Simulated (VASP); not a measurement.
Given:

```yaml
crystal:
  lattice:
    - [0.00000, 2.72475, 2.72475]
    - [2.72475, 0.00000, 2.72475]
    - [2.72475, 2.72475, 0.00000]
  atoms:
    - { symbol: Mg, position: [0.00000, 0.00000, 0.00000] }
    - { symbol: Se, position: [0.50000, 0.50000, 0.50000] }
```

Method: r2SCAN+rVV10, VASP's PBE PAW potentials (set 64) (plane waves; VASP 6.6.1). Numerical set-up: 520 eV cut-off, 9×9×9 Γ-centred mesh, tetrahedra with Blöchl corrections, potentials Mg Se.

Q: Tabulate the total density of states (states/eV per cell) against energy (eV; zero at the valence-band maximum or, without a gap, the Fermi level).

A: 
| E (eV) | DOS (states/eV) |
|---|---|
| -9.98 | 0.00 |
| -9.74 | 0.00 |
| -9.50 | 0.00 |
| -9.14 | 0.00 |
| -8.90 | 0.00 |
| -8.66 | 0.00 |
| -8.42 | 0.00 |
| -8.06 | 0.00 |
| -7.82 | 0.00 |
| -7.58 | 0.00 |
| -7.34 | 0.00 |
| -6.98 | 0.00 |
| -6.74 | 0.00 |
| -6.50 | 0.00 |
| -6.26 | 0.00 |
| -5.90 | 0.00 |
| -5.66 | 0.00 |
| -5.42 | 0.00 |
| -5.18 | 0.00 |
| -4.82 | 0.28 |
| -4.58 | 0.57 |
| -4.34 | 0.89 |
| -4.10 | 2.35 |
| -3.86 | 1.90 |
| -3.50 | 0.45 |
| -3.26 | 0.45 |
| -3.02 | 1.10 |
| -2.78 | 0.93 |
| -2.42 | 0.98 |
| -2.18 | 1.21 |
| -1.94 | 1.53 |
| -1.70 | 1.83 |
| -1.34 | 1.85 |
| -1.10 | 1.90 |
| -0.86 | 1.92 |
| -0.62 | 1.61 |
| -0.26 | 0.66 |
| -0.02 | 0.07 |
| 0.22 | 0.00 |
| 0.46 | 0.00 |
| 0.70 | 0.00 |
| 1.06 | 0.00 |
| 1.30 | 0.00 |
| 1.54 | 0.00 |
| 1.78 | 0.00 |
| 2.14 | 0.00 |
| 2.38 | 0.00 |
| 2.62 | 0.02 |
| 2.86 | 0.08 |
| 3.22 | 0.19 |
| 3.46 | 0.24 |
| 3.70 | 0.30 |
| 3.94 | 0.38 |
| 4.30 | 0.54 |
| 4.54 | 0.70 |
| 4.78 | 1.23 |
| 5.02 | 1.73 |
| 5.38 | 1.65 |
| 5.62 | 0.75 |
| 5.86 | 0.30 |
Within 2 eV below the valence-band maximum the largest weight inside VASP's projection spheres is Se p.

The compound is MgSe in the rock salt structure. It was relaxed first.
